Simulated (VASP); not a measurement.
The input files of a VASP run:

File POSCAR:
```
SnSe2
1
    1.9097740925    -3.3078259723     0.0000000000
    1.9097740925     3.3078259723     0.0000000000
    0.0000000000     0.0000000000     6.2565583339
Sn Se
1 2
Direct
  0.0000000000   0.0000000000   0.0000000000
  0.3333330000   0.6666670000   0.2532711771
  0.6666670000   0.3333330000   0.7467288229
```

KPOINTS:
```
K-points
0
Gamma
8 8 4
0 0 0
```

INCAR:
```
# general
SYSTEM  = SnSe2
PREC    = Accurate
ENCUT   = 400
LREAL   = .False.
LASPH   = .True.

# electronic loop
EDIFF   = 1E-7
NELM    = 100
ALGO    = Normal
LMAXMIX = 4

# smearing
ISMEAR  = -5

# functional
GGA     = PS

# ions
ISIF    = 2

# output
LWAVE   = .False.
LCHARG  = .True.
LORBIT  = 11
NEDOS   = 601

# other
LEFG    = .True.
```

POTCAR, in this order: Sn_d Se (PBE.64 set). Program: vasp_std.

**Question.** Translate this PBEsol calculation to Ansatz.

**Answer.** One equivalent input (not run):
Ansatz 0.2 input:
```yaml
crystal:
  lattice:
    - [1.9097741, -3.3078260, 0.0000000]
    - [1.9097741, 3.3078260, 0.0000000]
    - [0.0000000, 0.0000000, 6.2565583]
  atoms:
    - { symbol: Sn, position: [0.0000000, 0.0000000, 0.0000000] }
    - { symbol: Se, position: [0.3333330, 0.6666670, 0.2532712] }
    - { symbol: Se, position: [0.6666670, 0.3333330, 0.7467288] }
kpoints:
  mp_grid: { grid: [8, 8, 4] }
hamiltonian:
  xc: pbesol
  pseudopotentials: { kind: paw }
scf:
  occupations: { method: tetrahedron }
  max_iter: 100
output: { forces: true, stress: true, eigenvalues: true }
```
What does not carry over: each code has its own PAW files, so the cut-off isn't converted (ENCUT is set for VASP's; basis.ecutwfc is left out, and Ansatz then takes the one that its files recommend); Ansatz stops its SCF on the density residual and VASP on the energy change (EDIFF); the field gradients of LEFG aren't asked of the other code.

The compound is SnSe2 in the 1T layered structure. It was relaxed first.
